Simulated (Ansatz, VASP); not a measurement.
**SiC: VASP beside Ansatz**

One calculation is typed for both programs; each brings its own data sets. How far apart do they land? The cell is taken from a series of runs on this material, whose earlier steps may have relaxed, scaled, displaced or heated it; both programs get it as it stands.

Method: plane waves, with VASP 6.6.1 beside it; single point at HSE06, in Ansatz 0.2.0.

## Step 1: The structure

Symmetry: F-43m, No. 216, cubic system. Conventional cell: a = 4.268 Å, b = 4.268 Å, c = 4.268 Å, α = 90.00°, β = 90.00°, γ = 90.00°. Nearest to Si lie 4 C at 1.85 Å. Nearest to C lie 4 Si at 1.85 Å. Farther neighbours are not listed.

Coordinates:

```cif
data_structure
_symmetry_space_group_name_H-M 'F-43m'
_symmetry_Int_Tables_number 216
_cell_length_a 4.2678
_cell_length_b 4.2678
_cell_length_c 4.2678
_cell_angle_alpha 90.000
_cell_angle_beta 90.000
_cell_angle_gamma 90.000
_cell_volume 77.74
loop_
_atom_site_label
_atom_site_type_symbol
_atom_site_symmetry_multiplicity
_atom_site_Wyckoff_symbol
_atom_site_fract_x
_atom_site_fract_y
_atom_site_fract_z
_atom_site_occupancy
Si1 Si 4 a 0.00000 0.00000 0.00000 1
C1 C 4 c 0.25000 0.25000 0.25000 1
```

## Step 2: VASP: single point, HSE06

With cell and atoms fixed, the geometry can't cause a difference; cores, projectors, grids and the points listed under the comparison can.

Lines of VASP's logs that name or quote its potential files are left out, and so is its time.

The run reads the wave functions of an earlier VASP run, which isn't shown here.

INCAR reads:

```
SYSTEM = SiC
PREC = Accurate
ENCUT = 520
EDIFF = 1E-06
NELM = 100
ISMEAR = -1
SIGMA = 0.02
LREAL = .FALSE.
ALGO = Normal
LHFCALC = .TRUE.
AEXX = 0.25
GGA = PE
HFSCREEN = 0.208
LASPH = .TRUE.
NBANDS = 10
PRECFOCK = Fast
LORBIT = 11
LWAVE = .FALSE.
LCHARG = .FALSE.
ISIF = 2
```

POSCAR reads:

```
SiC
1.0
    0.0000000000      2.1339134228      2.1339134228
    2.1339134228      0.0000000000      2.1339134228
    2.1339134228      2.1339134228      0.0000000000
Si C
1 1
Direct
    0.0000000000      0.0000000000      0.0000000000
    0.7500000000      0.7500000000      0.7500000000
```

KPOINTS reads:

```
Automatic mesh
0
Gamma
7 7 7
0 0 0
```

Potentials, in the order of the species: Si and C (PBE family, release 64).

Launch:

```sh
> export OMP_NUM_THREADS=4
> mpirun -np 1 vasp_std
```

Numbers of over 12 decimals in the logs are rounded to 6 here.

The log of the run:

```text
[banner, memory and clock lines left out]
running    1 mpi-ranks, on    1 nodes
 distrk:  each k-point on    1 cores,    1 groups
 distr:  one band on    1 cores,    1 groups
 Offloading initialized ...    1 GPUs detected
 POSCAR found type information on POSCAR SiC
 POSCAR found :  2 types and       2 ions
 LDA part: xc-table for (Slater+PW92), standard interpolation
 found WAVECAR, reading the header
 POSCAR, INCAR and KPOINTS ok, starting setup
 FFT: planning ... GRIDC
 FFT: planning ... GRID_SOFT
 FFT: planning ... GRID
 reading WAVECAR
 the WAVECAR file was read successfully
 initial charge from wavefunction
 entering main loop
       N       E                     dE             d eps       ncg     rms          rms(c)
DAV:   1    -0.173743963407E+02   -0.17374E+02   -0.33934E-01   404   0.400E+00    0.304E+00
DAV:   2    -0.173756909620E+02   -0.12946E-02   -0.35013E-03   476   0.487E-01    0.192E+00
DAV:   3    -0.173752088316E+02    0.48213E-03   -0.22210E-04   442   0.103E-01    0.113E+00
DAV:   4    -0.173750452807E+02    0.16355E-03   -0.73150E-05   418   0.553E-02    0.643E-01
DAV:   5    -0.173749915343E+02    0.53746E-04   -0.21117E-05   414   0.330E-02    0.366E-01
DAV:   6    -0.173749742627E+02    0.17272E-04   -0.61346E-06   408   0.193E-02    0.209E-01
DAV:   7    -0.173749687205E+02    0.55422E-05   -0.18864E-06   384   0.109E-02    0.120E-01
DAV:   8    -0.173749670226E+02    0.16979E-05   -0.56359E-07   208   0.614E-03    0.695E-02
DAV:   9    -0.173749665955E+02    0.42712E-06   -0.20116E-07   206   0.393E-03
   1 F= -.17374967E+02 E0= -.17374967E+02  d E =-.306389E-12
```

OUTCAR, selected parts (step 2):

```text
ion  position               nearest neighbor table
   1  0.000  0.000  0.000-   2 1.85   2 1.85   2 1.85   2 1.85
   2  0.750  0.750  0.750-   1 1.85   1 1.85   1 1.85   1 1.85

  LATTYP: Found a face centered cubic cell.
 ALAT       =     4.2678268456

 Subroutine GETGRP returns: Found 24 space group operations
 (whereof 24 operations were pure point group operations)

The static configuration has the point symmetry T_d .

 Found     20 irreducible k-points:

   k-points           NKPTS =     20   k-points in BZ     NKDIM =    343   number of bands    NBANDS=     10

   dimension x,y,z NGX =    24 NGY =   24 NGZ =   24
   dimension x,y,z NGXF=    48 NGYF=   48 NGZF=   48

   ENCUT  =  520.0 eV  38.22 Ry    6.18 a.u.   5.61  5.61  5.61*2*pi/ulx,y,z

   NELECT =       8.0000    total number of electrons

 k-points in reciprocal lattice and weights: Automatic mesh
   0.00000000  0.00000000  0.00000000       0.003
   0.14285714  0.00000000  0.00000000       0.023
   0.28571429  0.00000000  0.00000000       0.023
   0.42857143  0.00000000  0.00000000       0.023
   0.14285714  0.14285714  0.00000000       0.017
   0.28571429  0.14285714  0.00000000       0.070
   0.42857143  0.14285714  0.00000000       0.070
  -0.42857143  0.14285714  0.00000000       0.070
  -0.28571429  0.14285714  0.00000000       0.070
[...]
-0.42857143  0.42857143  0.14285714       0.070
  -0.28571429  0.42857143  0.14285714       0.070

  exchange ACFDT corr.  =         0.00000000  see jH, gK, PRB 81, 115126

 average (electrostatic) potential at core
       1 -75.8205       2 -40.0162

 E-fermi :   8.6728

 k-point     1 :       0.0000    0.0000    0.0000
  band No.  band energies     occupation
      1      -9.3205      2.00000
      2       8.1912      2.00000
      3       8.1912      2.00000
      4       8.1912      2.00000
      5      16.5173      0.00000
      6      17.2665      0.00000
      7      17.2665      0.00000
      8      17.2665      0.00000
      9      24.6897      0.00000
    ...

 k-point     2 :       0.1429    0.0000    0.0000
  band No.  band energies     occupation
      1      -8.8673      2.00000
      2       6.1469      2.00000
      3       7.9127      2.00000
      4       7.9127      2.00000
      5      16.4976      0.00000
      6      17.7474      0.00000
      7      17.7474      0.00000
      8      18.2906      0.00000
      9      23.1289      0.00000
    ...

 k-point     3 :       0.2857    0.0000    0.0000
  band No.  band energies     occupation
      1      -7.5535      2.00000
      2       2.4231      2.00000
      3       7.3999      2.00000
      4       7.3999      2.00000
      5      15.8668      0.00000
      6      17.7240      0.00000
      7      17.7240      0.00000
      8      19.9553      0.00000
      9      23.6792      0.00000
    ...

  Total        1.7188764      1.7188764      1.7188764      0.0000000      0.0000000     -0.0000000
  in kB      141.7081550    141.7081550    141.7081550      0.0000000      0.0000000     -0.0000000
  external PRESSURE =     141.7081550 kB  Pullay stress =       0.0000000 kB

  energy-cutoff  :      520.00
  volume of cell :       19.43
      direct lattice vectors                 reciprocal lattice vectors
     0.000000000  2.133913423  2.133913423    -0.234311287  0.234311287  0.234311287
     2.133913423  0.000000000  2.133913423     0.234311287 -0.234311287  0.234311287
     2.133913423  2.133913423  0.000000000     0.234311287  0.234311287 -0.234311287

 POSITION                                       TOTAL-FORCE (eV/Angst)
 -----------------------------------------------------------------------------------
      0.00000      0.00000      0.00000         0.000000      0.000000      0.000000
      3.20087      3.20087      3.20087        -0.000000     -0.000000     -0.000000
 -----------------------------------------------------------------------------------
    total drift:                               -0.000000      0.000000     -0.000000

  FREE ENERGIE OF THE ION-ELECTRON SYSTEM (eV)
  ---------------------------------------------------
  free  energy   TOTEN  =       -17.3749665955 eV

  energy  without entropy=      -17.3749665955  energy(sigma->0) =      -17.37496660

 total charge
# of ion       s       p       d       tot
------------------------------------------
    1        0.725   1.036   0.000   1.761
    2        0.848   1.773   0.000   2.621
--------------------------------------------------
tot          1.573   2.809   0.000   4.382

[... 3 further parts left out ...]
```

The run ends at a pressure of 14.17 GPa.

## Step 3: Ansatz: single point, HSE06

Ansatz runs on its PAW soft_1 files.

The same cell, functional, mesh and smearing now go to Ansatz.

input.yaml reads:

```yaml
crystal:
  lattice:
    - [0.0, 2.1339134228, 2.1339134228]
    - [2.1339134228, 0.0, 2.1339134228]
    - [2.1339134228, 2.1339134228, 0.0]
  atoms:
    - { symbol: Si, position: [0.0, 0.0, 0.0] }
    - { symbol: C, position: [0.75, 0.75, 0.75] }
kpoints:
  mp_grid: { grid: [7, 7, 7] }
scf:
  occupations: { method: fermi_dirac, width: 0.02 }
hamiltonian:
  xc: hse06
  pseudopotentials: { kind: paw, azcp: { folder: soft_1 } }
basis:
  ecutwfc: 600
output:
  forces: true
  stress: true
  write_density: true
  write_potential: true
  elf: true
  volumetric_format: npy
```

Launch:

```sh
> ansatz run input.yaml --threads 8 --pin off --max-ram 18432MiB --backend cpu --events-out ev --progress --plain --runs-dir out
```

The log of the run:

```text
Warning: output.stress: scf.convergence.dr2_threshold = 1e-7 eV (the SCF's general default) is looser than the 2e-10 eV advised for a printed stress (1e-10 eV for each atom of the cell: 2). What an SCF threshold leaves in a stress goes as its square root, and in the free energy as the threshold itself, and one threshold admits the most on a small cell: [figures from the program's tests cut] Set scf.convergence.dr2_threshold to 2e-10 eV or tighter. The threshold is an SCF's pass mark: one that does not reach it within its budget of iterations ends unconverged, or closes short of it on a stop that the run arms, and scf.convergence.dr2_threshold's page says what that costs each kind of run
Warning: output.stress: scf.exx.energy_threshold = 1e-6 eV is looser than the 2e-8 eV advised for a stress under a hybrid functional (1e-8 eV for each atom of the cell: 2). Every SCF of the exchange loop can meet its threshold on dr2 while the loop round them stops early: no threshold on dr2 bounds what that leaves in the stress. Set scf.exx.energy_threshold to 2e-8 eV or tighter. The threshold is the loop's pass mark: a loop that does not reach it within its budget of cycles ends unconverged, and scf.exx.energy_threshold's page has the law
Engine: ansatz 0.2.0, aarch64-unknown-linux-gnu
Pseudopotentials: kind: paw
Pseudopotential: Si, paw, valence charge 4, recommended cutoff 420 eV (normal), soft_1/Si.paw.azcp
Pseudopotential: C, paw, valence charge 4, recommended cutoff 420 eV (normal), soft_1/C.paw.azcp
Functional definition: HSE06
  parameter a = 0.25
  parameter omega = 0.11/bohr
  exchange = pbe_x - a*pbe_x_sr(omega) + a*exact_x_sr(omega)
  correlation = pbe_c
Crystal: 2 atoms, lattice volume = 19.434 Å³
Basis set: ecut = 600 eV, 645 PW (Γ), exchange–correlation on 50×50×50 points (8 copies of the dense FFT grid, shifted against one another)
Bands: 8, of which v1, the nominal top of the filled ones, is band 4 counted from 1 (3 counted from 0)
Symmetry: 24 space group operations
Space group: F-43m (ITA 216), of the structure as read, at distance tolerance 2.7e-5 Å
k-points: 20 of 343 (time reversal used)
Non-local potential: Si, projectors of the file, l = 0: 2, l = 1: 2, l = 2: 1
Non-local potential: C, projectors of the file, l = 0: 2, l = 1: 2, l = 2: 1
PAW form: soft (Blöchl's): semilocal exchange-correlation on the pseudo side does not see the compensation charge
PAW frozen core: Si, regenerated for the run's functional, and the local potential with it (the file was generated under x = pbe(κ = 0.804, μ = 0.219515), c = pbe(β = 0.066725))
PAW frozen core: C, regenerated for the run's functional, and the local potential with it (the file was generated under x = pbe(κ = 0.804, μ = 0.219515), c = pbe(β = 0.066725))
PAW one-centre angular grid: Si, 110 points (default); XC on 64 Gauss nodes
PAW one-centre angular grid: C, 110 points (default); XC on 64 Gauss nodes
Initial density: superposition of atomic densities (chi_scale 0.1, normalization cell, long waves kept (reshape's long-wave potential 0.00 eV rms))
Initial wavefunctions: pseudopotential atomic-orbital guess
Functional: x = pbe(κ = 0.804, μ = 0.219515), c = pbe(β = 0.066725), warm-up for x = pbe(κ = 0.804, μ = 0.219515) + 0.25 (exact − pbe) at short range (hse, ω = 0.207870 Å⁻¹), c = pbe(β = 0.066725); HSE06 as pw.x's `hse` composes it (authors' and Libxc's form: `xc: wpbeh`)
SCF iter   1: F=—  HF=-888.750689 eV  |F-HF|=—  |Δ(HF+E_count)|=         —  Δρ=1.51e-1  dr2=5.28e0  ethr=1.00e-1  ⟨swp⟩=4.5  Hψ=570  notcnv=0
preconditioner: auto → none  [insulator: Δε(μ)=3.614 eV  Ē_g=15.399 eV  σ=0.020 eV  W_gap=1.00  n_scr=0 (ndim 8)  ℏωp=23.8 eV  f_vac=0.000  D(μ)=0.00/eV (n_scr^D=0)]
iter 2 solved again at ethr=3.18e-3 eV; its pass at ethr=6.59e-2 eV (dr2=2.54e-1 eV) is discarded
SCF iter   2: F=—  HF=-887.132284 eV  |F-HF|=—  |Δ(HF+E_count)|=    1.62e0  Δρ=4.88e-2  dr2=2.61e-1  ethr=3.18e-3  ⟨swp⟩=2.8  Hψ=755  notcnv=0
SCF iter   3: F=—  HF=-887.068177 eV  |F-HF|=—  |Δ(HF+E_count)|=   6.41e-2  Δρ=2.03e-2  dr2=3.86e-2  ethr=3.18e-3  ⟨swp⟩=2.1  Hψ=323  notcnv=0
SCF iter   4: F=—  HF=-887.068106 eV  |F-HF|=—  |Δ(HF+E_count)|=   7.11e-5  Δρ=2.43e-3  dr2=1.32e-3  ethr=4.83e-4  ⟨swp⟩=3.2  Hψ=368  notcnv=0
SCF iter   5: F=-887.067815 eV  HF=-887.067816 eV  |F-HF|=1.16e-6  |Δ(HF+E_count)|=   2.90e-4  Δρ=1.58e-4  dr2=3.77e-6  ethr=1.65e-5  ⟨swp⟩=3.5  Hψ=430  notcnv=0  defer=4
SCF 1 stopped early in 5 iterations: F = -887.067815 eV  dr2 = 3.77e-6
  greatest PAW one-centre occupation: 0.655 electrons in one spin orbital (limit 2), on the C atom at site 1 (counted from 0), in its partial waves of l = 0
Initial density: handed on by an earlier stage of this run
Initial wavefunctions: those handed on with the density
Functional: x = pbe(κ = 0.804, μ = 0.219515) + 0.25 (exact − pbe) at short range (hse, ω = 0.207870 Å⁻¹), c = pbe(β = 0.066725); HSE06 as pw.x's `hse` composes it (authors' and Libxc's form: `xc: wpbeh`)
Exchange kernel: α = 0.2500, screened, ω = 0.2079 Å⁻¹, Wigner–Seitz truncation, v(0) = 1045.3527 eV·Å³, q-mesh 7×7×7, nearest image of the exchange supercell L = 21.12 Å, pair-density grid 15×15×15, without the augmentation charges, whose exchange is taken in its separable form by FFT convolution over the k-point mesh (sized by the pseudopotential files, 20×20×20 at the most), smooth part of the exact exchange by density-matrix convolution
Frozen-core exchange: fock
SCF iter   1: F=—  HF=-887.742914 eV  |F-HF|=—  |Δ(HF+E_count)|=         —  Δρ=5.67e-3  dr2=3.82e-3  ethr=4.71e-7  ⟨swp⟩=7.5  Hψ=912  notcnv=0
preconditioner: auto → none  [insulator: Δε(μ)=2.437 eV  Ē_g=16.618 eV  σ=0.020 eV  W_gap=1.00  n_scr=0 (ndim 8)  ℏωp=23.8 eV  f_vac=0.000  D(μ)=0.00/eV (n_scr^D=0)]
SCF iter   2: F=—  HF=-887.741748 eV  |F-HF|=—  |Δ(HF+E_count)|=   1.17e-3  Δρ=3.32e-3  dr2=2.10e-3  ethr=4.71e-7  ⟨swp⟩=4.0  Hψ=537  notcnv=0
SCF iter   3: F=—  HF=-887.741118 eV  |F-HF|=—  |Δ(HF+E_count)|=   6.30e-4  Δρ=4.94e-4  dr2=2.11e-4  ethr=4.71e-7  ⟨swp⟩=4.0  Hψ=516  notcnv=0
SCF iter   4: F=—  HF=-887.743192 eV  |F-HF|=—  |Δ(HF+E_count)|=   2.07e-3  Δρ=5.21e-4  dr2=5.07e-5  ethr=2.40e-7  ⟨swp⟩=4.0  Hψ=513  notcnv=0
SCF iter   5: F=—  HF=-887.743175 eV  |F-HF|=—  |Δ(HF+E_count)|=   1.78e-5  Δρ=8.46e-5  dr2=3.54e-6  ethr=2.40e-7  ⟨swp⟩=2.5  Hψ=258  notcnv=0
SCF iter   6: F=-887.743192 eV  HF=-887.743192 eV  |F-HF|=1.20e-7  |Δ(HF+E_count)|=   1.77e-5  Δρ=5.72e-5  dr2=3.79e-7  ethr=1.99e-8  ⟨swp⟩=4.0  Hψ=399  notcnv=0
SCF 2 stopped early in 6 iterations: F = -887.743192 eV  dr2 = 3.79e-7
  greatest PAW one-centre occupation: 0.656 electrons in one spin orbital (limit 2), on the C atom at site 1 (counted from 0), in its partial waves of l = 0
hybrid outer 1: dexx = +2.309e-3 eV, tail = 1.88e-6 eV
Exchange kernel: α = 0.2500, screened, ω = 0.2079 Å⁻¹, Wigner–Seitz truncation, v(0) = 1045.3527 eV·Å³, q-mesh 7×7×7, nearest image of the exchange supercell L = 21.12 Å, pair-density grid 15×15×15, without the augmentation charges, whose exchange is taken in its separable form by FFT convolution over the k-point mesh (sized by the pseudopotential files, 20×20×20 at the most), smooth part of the exact exchange by density-matrix convolution
Frozen-core exchange: fock
SCF iter   1: F=—  HF=-887.743181 eV  |F-HF|=—  |Δ(HF+E_count)|=         —  Δρ=2.98e-5  dr2=1.66e-7  ethr=1.17e-7  ⟨swp⟩=4.5  Hψ=455  notcnv=0
preconditioner: auto → none  [insulator: Δε(μ)=2.464 eV  Ē_g=16.621 eV  σ=0.020 eV  W_gap=1.00  n_scr=0 (ndim 8)  ℏωp=23.8 eV  f_vac=0.000  D(μ)=0.00/eV (n_scr^D=0)]
SCF iter   2: F=-887.743181 eV  HF=-887.743181 eV  |F-HF|=9.33e-10  |Δ(HF+E_count)|=   3.98e-8  Δρ=4.64e-6  dr2=2.00e-9  ethr=1.96e-9  ⟨swp⟩=3.4  Hψ=319  notcnv=0
SCF 3 converged in 2 iterations: F = -887.743181 eV  dr2 = 2.00e-9
  Residual-converged pass: ⟨swp⟩=3.5  Hψ=331  notcnv=0  max |occ|·‖R‖ = 2.4e-6 eV (tolerance 2.4e-6 eV)  dr2=1.97e-9  dr2_onsite=2.44e-10  max |Δocc| = 0.0e0
hybrid outer 2: dexx = +1.333e-8 eV, tail = 4.64e-9 eV, Δε = 6.99e-4 eV (about 4.86e-5 eV left of the loop's levels)
hybrid SCF converged: 2 outer / 8 inner (+5 warm-up), last move |dexx| = 1.33e-8 eV, tail = 4.64e-9 eV
Stability not checked: this state was not tested for a lower state beside it, because the functional holds exact exchange (a hybrid, or Hartree-Fock), whose exchange loop this test does not read (fock_operator; see scf.lower_state_search)
Free energy (F): -887.743181 eV
Frozen-core exchange: fock
Harris-Foulkes:  -887.743181 eV  (|F-HF|=9.33e-10)
Internal energy: -887.743181 eV  (E = F + TS)
E sigma→0 (E₀):  -887.743181 eV
Fermi energy:    10.889730 eV
--- Per-component energies (eV) ---
  E_band       = 24.055001
  E_kinetic    = 136.961482
  E_local      = -90.753956  (includes V_loc(G=0)·N_el)
  E_nonlocal   = 44.854861
  E_hartree    = 31.327125
  E_xc         = -86.802439
  E_vxc        = -89.047110  (∫ρ·V_xc dr)
  E_exx        = -15.504406  (= α·E_x^exact, valence–valence)
  E_paw        = -616.948671  (= ΣΔE_a)
  E_vpaw       = -9.605635  (= ΣTr[D̂ρ^β])
  E_aug_tail   = 0.000013  (compensation charges beyond the density's cutoff)
  E_ewald      = -290.800859
  E_core_change = -0.076335  (= ΣΔE_core)
  E_smearing   = -0.000000  (= −TS)
  E_closure    = 0.000003  (closes the sum)
  Σ components = -887.743181   (vs F -887.743181, Δ=0.00e0)
--- Forces (eV/Å), atoms counted from 1 ---
  atom   1  Si    -0.00000000     0.00000000     0.00000000
  atom   2  C      0.00000000    -0.00000000    -0.00000000
  max |Σ_I F_I| component: 1.11e-16 eV/Å
--- Stress (GPa, compression-positive) ---
       14.685939       0.000000      -0.000000
        0.000000      14.685939       0.000000
       -0.000000       0.000000      14.685939
  P = ⅓ Tr σ = 14.6859 GPa (146.859 kbar)
--- Band table (eV; the first three rows and the last of 20) ---
  k-point 0: bands = ["-7.8419", "9.6645", "9.6645", "9.6645", "17.9556", "18.7484"]
  k-point 1: bands = ["-7.3891", "7.6213", "9.3864", "9.3864", "17.9584", "19.2267"]
  k-point 2: bands = ["-6.0763", "3.8982", "8.8739", "8.8739", "17.3294", "19.1978"]
  k-point 19: bands = ["-2.0696", "1.8207", "3.4113", "5.6006", "15.5532", "20.0684"]
  guard bands above this table: 2 of the run's 8 bands. The solve was not asked for them (output.publish_guard_bands: true or output.eigenvalues: true publishes all)
```

In the SCF lines HF is the Harris–Foulkes energy and dr2 the Hartree energy of the density residual, in eV; the loop may stop once dr2 is under the threshold and the program's other checks hold. Hψ counts applications of the Hamiltonian.

The run ends at a pressure of 14.69 GPa.

## Step 4: Comparison

Known differences besides the potentials themselves: exact exchange at q = 0 is treated differently, which shows on coarse meshes; VASP keeps PBE cores, Ansatz makes them for the functional; the cutoff is 600 eV in Ansatz and 520 eV in VASP; VASP takes a coarser grid for exact exchange (PRECFOCK = Fast). Total energies have different zeros and are not compared.

Both answers:

```
              quantity  Ansatz   VASP  difference
        pressure (GPa)   14.69  14.17       +0.52
gap on the k mesh (eV)   2.464  2.467      -0.003
```

A gap on the mesh is an upper bound, since the band edges may lie between its points.

## Step 5: Outcome

| Quantity | Value |
| --- | --- |
| difference in gap on the k mesh (single point, HSE06) | -0.0026 eV |
| difference in pressure (single point, HSE06) | 0.52 GPa |

**Reading.** The difference in pressure is 0.52 GPa (single point, HSE06), within the 1 GPa picked in this series as the mark of a large difference. Such differences can come from data sets, numerical settings and the points named under the comparisons, not from the functional's error against experiment.

[Lines on the potential files, build, host, timing and source positions are cut from VASP's logs without a mark.]

[Logs are printed without paths, hosts, clocks, repeated set-up lines and the standing remarks that a program may print on its own settings, such as how far it seeks lower states.]

[Hosts, paths, dates, database ids (printed as entryN), source tags and the programs' standing remarks are cut or masked in the printed files.]
